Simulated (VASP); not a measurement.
# Be2P (R3m) in VASP: reference runs, part 2 of 2

VASP 6.6.1. Earlier steps stand in the parts before.

## 3. Single point, PBE (atoms moved at random, drawn with an rms of 0.05 Å)

Input file INCAR:

```
PREC = Accurate
ENCUT = 520
EDIFF = 1E-7
ISMEAR = -1
SIGMA = 0.05
LREAL = F
LASPH = T
NELM = 60
ALGO = Normal
ISIF = 2
LWAVE = F
LCHARG = F
GGA = PE
NBANDS = 18
```

Input file KPOINTS:

```
Automatic mesh
0
Gamma
  9 9 9
```

Input file POSCAR:

```
Be2P
1.0
    1.7163400000      0.9909300000      7.4133300000
   -1.7163400000      0.9909300000      7.4133300000
    0.0000000000     -1.9818600000      7.4133300000
Be P
4 2
Direct
    0.1329690000      0.1467520000      0.1359320000
    0.9412570000      0.9579390000      0.9595620000
    0.8614310000      0.8628500000      0.8518800000
    0.0237590000      0.0567730000      0.0585310000
    0.7584670000      0.7692580000      0.7575590000
    0.5736810000      0.5671610000      0.5739260000
```

Potentials or basis: VASP PAW PBE potentials, release 64 (Be, P).

Started as:

```
> cat potpaw_PBE.64/Be/POTCAR potpaw_PBE.64/P/POTCAR > POTCAR
> mpirun -np 1 vasp_std > vasp.out
```

OUTCAR:

```text
PREC = Accurate
   ENCUT = 520
   EDIFF = 1E-7
   ISMEAR = -1
   LREAL = F
   LASPH = T
   NELM = 60
   ISIF = 2
   GGA = PE

 ion  position               nearest neighbor table
   1  0.133  0.147  0.136-   4 2.05   5 2.20   5 2.20   5 2.21   3 2.30   3 2.30   3 2.33
   2  0.941  0.958  0.960-   4 2.08   3 2.10   6 2.23   6 2.24   6 2.29
   3  0.861  0.863  0.852-   2 2.10   5 2.16   6 2.21   6 2.23   6 2.26   1 2.30   1 2.30   1 2.33

   4  0.024  0.057  0.059-   1 2.05   2 2.08   5 2.22   5 2.25   5 2.31
   5  0.758  0.769  0.758-   3 2.16   1 2.20   1 2.20   1 2.21   4 2.22   4 2.25   4 2.31
   6  0.574  0.567  0.574-   3 2.21   2 2.23   3 2.23   2 2.24   3 2.26   2 2.29

  LATTYP: Found a trigonal (rhomboedric) cell.
 ALAT       =     7.6736710217
 COS(alpha) =     0.8999468660

  Lattice vectors:

 A1 = (   1.7163400000,   0.9909300000,   7.4133300000)
 A2 = (  -1.7163400000,   0.9909300000,   7.4133300000)
 A3 = (   0.0000000000,  -1.9818600000,   7.4133300000)

Analysis of symmetry for initial positions (statically):
=====================================================================
 Subroutine PRICEL returns:
 Original cell was already a primitive cell.

 Routine SETGRP: Setting up the symmetry group for a
 trigonal (rhombohedral) supercell.

 Subroutine GETGRP returns: Found  1 space group operations
 (whereof  1 operations were pure point group operations)
 out of a pool of 12 trial point group operations.

The static configuration has the point symmetry C_1 .

Analysis of symmetry for dynamics (positions and initial velocities):
=====================================================================
 Subroutine PRICEL returns:
 Original cell was already a primitive cell.

 Routine SETGRP: Setting up the symmetry group for a
 trigonal (rhombohedral) supercell.

 Subroutine GETGRP returns: Found  1 space group operations
 (whereof  1 operations were pure point group operations)
 out of a pool of 12 trial point group operations.

The dynamic configuration has the point symmetry C_1 .

 Subroutine INISYM returns: Found  1 space group operations
 (whereof  1 operations are pure point group operations),
 and found     1 'primitive' translations

----------------------------------------------------------------------------------------

                                     Primitive cell

  volume of cell :      75.6503

  direct lattice vectors                    reciprocal lattice vectors
     1.716340000  0.990930000  7.413330000     0.291317571  0.168192170  0.044964049
    -1.716340000  0.990930000  7.413330000    -0.291317571  0.168192170  0.044964049
     0.000000000 -1.981860000  7.413330000     0.000000000 -0.336384339  0.044964049

  length of vectors
     7.673671022  7.673671022  7.673671269     0.339376338  0.339376338  0.339376177

  position of ions in fractional coordinates (direct lattice)
     0.132969000  0.146752000  0.135932000
     0.941257000  0.957939000  0.959562000
     0.861431000  0.862850000  0.851880000
     0.023759000  0.056773000  0.058531000
     0.758467000  0.769258000  0.757559000
     0.573681000  0.567161000  0.573926000

  ion indices of the primitive-cell ions
   primitive index   ion index
                 1           1
                 2           2
[... 28 lines left out ...]

 Found    365 irreducible k-points:

 Following reciprocal coordinates:
            Coordinates               Weight
  0.000000  0.000000  0.000000      1.000000
  0.111111  0.000000  0.000000      2.000000
  0.000000  0.111111  0.000000      2.000000
  0.000000  0.000000  0.111111      2.000000
  0.222222  0.000000  0.000000      2.000000
  0.000000  0.222222  0.000000      2.000000
[... 16 lines left out ...]
  0.333333  0.111111 -0.000000      2.000000
 -0.333333  0.000000 -0.111111      2.000000
 [... further k-points ...]
   k-points           NKPTS =    365   k-points in BZ     NKDIM =    365   number of bands    NBANDS=     18
   number of dos      NEDOS =    301   number of ions     NIONS =      6
   total plane-waves  NPLWV = 216000
   dimension x,y,z NGX =    60 NGY =   60 NGZ =   60
   dimension x,y,z NGXF=   120 NGYF=  120 NGZF=  120
   ions per type =               4   2
   NGX,Y,Z   is equivalent  to a cutoff of  13.00, 13.00, 13.00 a.u.
   NGXF,Y,Z  is equivalent  to a cutoff of  26.00, 26.00, 26.00 a.u.
 SYSTEM =  unknown system
   PREC   = accura    normal or accurate (medium, high low for compatibility)
   ISTART =      0    job   : 0-new  1-cont  2-samecut
   ICHARG =      2    charge: 1-file 2-atom 10-const
   ISPIN  =      1    spin polarized calculation?
   LNONCOLLINEAR =      F non collinear calculations
   LSORBIT =      F    spin-orbit coupling
   LASPH  =      T    aspherical Exc in radial PAW
   ENCUT  =  520.0 eV  38.22 Ry    6.18 a.u.  14.27 14.27 14.27*2*pi/ulx,y,z
   NELM   =     60;   NELMIN=  2; NELMDL= -5     # of ELM steps
   EDIFF  = 0.1E-06   stopping-criterion for ELM
   LREAL  =      F    real-space projection
   EDIFFG = 0.1E-05   stopping-criterion for IOM
   NSW    =      0    number of steps for IOM
   IBRION =     -1    ionic relax: 0-MD 1-quasi-New 2-CG
   NFREE  =      0    steps in history (QN), initial steepest desc. (CG)
   ISIF   =      2    stress and relaxation
   ISYM   =      2    0-nonsym 1-usesym 2-fastsym
   POTIM  = 0.5000    time-step for ionic-motion
   TEBEG  =    0.0;   TEEND  =   0.0 temperature during run
   PSTRESS=    0.0 pullay stress
   NELECT =      18.0000    total number of electrons
   NUPDOWN=      -1.0000    fix difference up-down
   EMIN   =  10.00;   EMAX   =-10.00  energy-range for DOS
   EFERMI =   0.00;   METHOD = LEGACY
   ISMEAR =    -1;   SIGMA  =   0.05  broadening in eV -4-tet -1-fermi 0-gaus
   EFERMI_NEDOS =   21; number of points for ismear=-14 and -15
   IALGO  =     38    algorithm
   IMIX   =      4    mixing-type and parameters
     AMIX     =   0.40;   BMIX     =  1.00
     AMIX_MAG =   1.60;   BMIX_MAG =  1.00
  volume/ion in A,a.u.               =      12.61        85.09
  Fermi-wavevector in a.u.,A,eV,Ry     =   1.014445  1.917024 14.001750  1.029100
  Thomas-Fermi vector in A             =   2.147673
   LORBIT       =      0    0 simple, 1 ext, 2 COOP (PROOUT), +10 PAW based schemes
   GGA     = PE    functional components
   LHFCALC =     F    Hartree Fock is set to
   AEXX    =    0.0000 exact exchange contribution
   IVDW    =     0    specifies the selected vdW correction
   LEPSILON=     F    determine dielectric tensor
   LRPA    =     F    only Hartree local field effects (RPA)
 non-spin polarized calculation
  energy-cutoff  :      520.00
  volume of cell :       75.65
 maximum number of plane-waves:      2063
 NGX is ok and might be reduce to    60
   NGX = 29   NGY = 29   NGZ = 29

 number of electron      18.0000000 magnetization

 Free energy of the ion-electron system (eV)
  ---------------------------------------------------
  ext. energy  EPLUGINS =         0.00000000
  ---------------------------------------------------
  free energy    TOTEN  =       -25.26098141 eV

  energy without entropy =      -25.25453089  energy(sigma->0) =      -25.25775615

 E-fermi :   5.6950     XC(G=0):  -9.8693

 val. band max:        5.6934248972   @ k =  -0.2222  -0.4444   0.1111
 cond. band min:       5.7137375756   @ k =   0.4444   0.4444   0.0000
 fundamental gap:      0.0203126784
 Fermi energy:         5.6949502223

 k-point     1 :       0.0000    0.0000    0.0000
  band No.  band energies     occupation
      1      -7.8316      2.00000
      2      -6.7089      2.00000
      3      -1.5811      2.00000
      4       2.9908      2.00000
      5       3.7261      2.00000
      6       4.3251      2.00000
[... 481 lines left out ...]
      5       1.1552      2.00000
      6       2.3677      2.00000
[... 10 lines left out ...]
     17      12.4696      0.00000
     18      12.9656      0.00000

 [... further k-points ...]
[... 5 lines left out ...]
  --------------------------------------------------------------------------------------
  -------------------------------------------------------------------------------------
  Total        0.0410593      0.1988129      0.3065988     -0.2519072      0.0022878      0.0447263
  in kB        0.8695833      4.2106018      6.4933707     -5.3350715      0.0484528      0.9472449
  external PRESSURE =       3.8578519 kB  Pullay stress =       0.0000000 kB

 VOLUME and BASIS-vectors are now :
 -----------------------------------------------------------------------------
  energy-cutoff  :      520.00
  volume of cell :       75.65
      direct lattice vectors                 reciprocal lattice vectors
     1.716340000  0.990930000  7.413330000     0.291317571  0.168192170  0.044964049
    -1.716340000  0.990930000  7.413330000    -0.291317571  0.168192170  0.044964049
     0.000000000 -1.981860000  7.413330000     0.000000000 -0.336384339  0.044964049

 POSITION                                       TOTAL-FORCE (eV/Angst)
 -----------------------------------------------------------------------------------
     -0.02366      0.00779      3.08137         0.058543      0.088016      0.033506
     -0.02863     -0.01975     21.19292         0.142659      0.014826     -0.370080
     -0.00244      0.02033     19.09793         0.067793     -0.121981      0.412059
     -0.05666     -0.03620      1.03092         0.117405      0.187182      0.232417
     -0.01852      0.01249     16.94156        -0.169654     -0.262192     -0.379625
      0.01119     -0.00695     12.71214        -0.216747      0.094149      0.071722
 -----------------------------------------------------------------------------------
    total drift:                               -0.000007     -0.000001      0.000008

  FREE ENERGIE OF THE ION-ELECTRON SYSTEM (eV)
  ---------------------------------------------------
  free  energy   TOTEN  =       -25.2609814091 eV

  energy  without entropy=      -25.2545308942  energy(sigma->0) =      -25.25775615
```

OSZICAR:

```text
N       E                     dE             d eps       ncg     rms          rms(c)
DAV:   1     0.333847981498E+02    0.33385E+02   -0.70696E+03 13140   0.839E+02
DAV:   2    -0.229063840792E+02   -0.56291E+02   -0.52855E+02 17630   0.144E+02
DAV:   3    -0.258075315156E+02   -0.29011E+01   -0.28650E+01 18344   0.313E+01
DAV:   4    -0.258424101758E+02   -0.34879E-01   -0.34811E-01 17474   0.387E+00
DAV:   5    -0.258429962842E+02   -0.58611E-03   -0.58562E-03 18402   0.502E-01    0.732E+00
DAV:   6    -0.254037676866E+02    0.43923E+00   -0.26728E-01 16194   0.272E+00    0.426E+00
DAV:   7    -0.252609181590E+02    0.14285E+00   -0.32167E-01 17084   0.292E+00    0.478E-01
DAV:   8    -0.252607699946E+02    0.14816E-03   -0.32902E-02 16836   0.103E+00    0.288E-01
DAV:   9    -0.252608704961E+02   -0.10050E-03   -0.93986E-04 18616   0.186E-01    0.198E-01
DAV:  10    -0.252609571666E+02   -0.86670E-04   -0.32530E-04 15328   0.974E-02    0.482E-02
DAV:  11    -0.252609777774E+02   -0.20611E-04   -0.40794E-05 17492   0.371E-02    0.216E-02
DAV:  12    -0.252609801297E+02   -0.23523E-05   -0.42945E-06 16156   0.115E-02    0.106E-02
DAV:  13    -0.252609814275E+02   -0.12978E-05   -0.26595E-06 15182   0.877E-03    0.379E-03
DAV:  14    -0.252609814091E+02    0.18446E-07   -0.11255E-07 12392   0.171E-03
   1 F= -.25260981E+02 E0= -.25257756E+02  d E =-.645051E-02
```

It took 47 min on 1 thread of AMD EPYC 7R43 (Zen 3), shared host; peak memory 0.69 GiB.

Results:

| Property | Result |
| --- | --- |
| Free energy | -25.2610 eV |
| Pressure | 0.4 GPa |
| Largest force | 0.492 eV/Å |
| Band gap on the k mesh | none (metal or under the smearing width) |

Forces on the atoms (eV/Å):
```
Be   0.059  0.088  0.034
Be   0.143  0.015 -0.370
Be   0.068 -0.122  0.412
Be   0.117  0.187  0.232
P   -0.170 -0.262 -0.380
P   -0.217  0.094  0.072
```

Stress tensor (GPa, compression positive):
```
 0.09 -0.53  0.09
-0.53  0.42  0.00
 0.09  0.00  0.65
```
